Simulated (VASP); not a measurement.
Given:

```
NaF
1.0
    0.00000     2.33166     2.33166
    2.33166     0.00000     2.33166
    2.33166     2.33166     0.00000
Na F
1 1
Direct
  0.00000   0.00000   0.00000
  0.50000   0.50000   0.50000
```

Calculation: r2SCAN meta-GGA, VASP's PBE PAW potentials (set 64) (plane waves; VASP 6.6.1). Run with 600 eV cut-off, 10×10×10 Γ-centred mesh, Gaussian smearing of 0.050 eV, potentials Na_pv F.

**Question.** Give the stress tensor in GPa (positive for a compressed cell).

**Answer.** 
```
-2.90   0.00   0.00
 0.00  -2.90   0.00
 0.00   0.00  -2.90
```
The pressure is its mean diagonal, -2.90 GPa.

The compound is NaF in the rock salt structure. This cell was strained or had an atom moved on purpose.
